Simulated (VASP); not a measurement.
# Ca4SiSe2: single point with PBE

The system is Ca4SiSe2.

```
Ca Si Se
1.0
    -3.08348    3.08348    7.52361
     3.08348   -3.08348    7.52361
     3.08348    3.08348   -7.52361
Ca Si Se
4 1 2
Cartesian
  1.4274 -1.4274 5.5578
  1.4274 1.4274 9.4895
  -1.4274 1.4274 5.5578
  1.6561 1.6561 1.9659
  0.0000 0.0000 7.5236
  3.0835 0.0000 3.7618
  0.0000 3.0835 3.7618
```

The cell was built by a generator and needn't be a form met in nature.

The cell isn't the ideal one: species swapped into the MnIn2Te4 type (I-42m, No. 121).

```yaml
Program: VASP 6.6.1
Task: single point
Functional: PBE
Potentials_or_basis: VASP PAW PBE potentials, release 64 (Ca_sv, Si, Se)
Cutoff: 520 eV
k_mesh: 4 × 4 × 4
Occupations: gaussian, width 0.1 eV
Spin: no spin polarisation
Dipole_correction: no
Further_INCAR_settings: ALGO = Fast; EDIFF = 1e-06; NBANDS = 37
```

```yaml
Pressure: 0.1 GPa
Largest_force: 0.028 eV/Å
Band_gap_on_the_k_mesh: none (metal or under the smearing width)
```

Forces on the atoms (eV/Å):
```
Ca   0.019 -0.019  0.005
Ca   0.019  0.019 -0.005
Ca  -0.019  0.019  0.005
Ca  -0.019 -0.019 -0.005
Si   0.000  0.000  0.000
Se   0.000  0.000  0.000
Se   0.000  0.000  0.000
```

Stress tensor (GPa, compression positive):
```
0.03 0.00 0.00
0.00 0.03 0.00
0.00 0.00 0.28
```

Levels at points of the mesh, in eV from the Fermi level:
```
           k point  band 26  band 27  band 28  band 29  band 30  band 31
(0.00, 0.00, 0.00)    -0.50    -0.34    -0.27    -0.27     1.14     1.30
(0.50, 0.00, 0.00)    -0.90    -0.54    -0.15     1.06     1.32     1.60
(0.50, 0.50, 0.00)    -0.84    -0.61    -0.55     0.30     1.59     2.16
(0.50, 0.50, 0.50)    -1.03    -0.04    -0.04     0.31     1.30     1.57
```

Wall time 11 min on 1 thread of Intel(R) Xeon(R) Platinum 8375C CPU @ 2.90GHz (Ice Lake) (shared host), peak memory 0.7 GiB.

Caveat: the k mesh is coarse (spacing up to 0.36 Å⁻¹), so the values aren't converged.
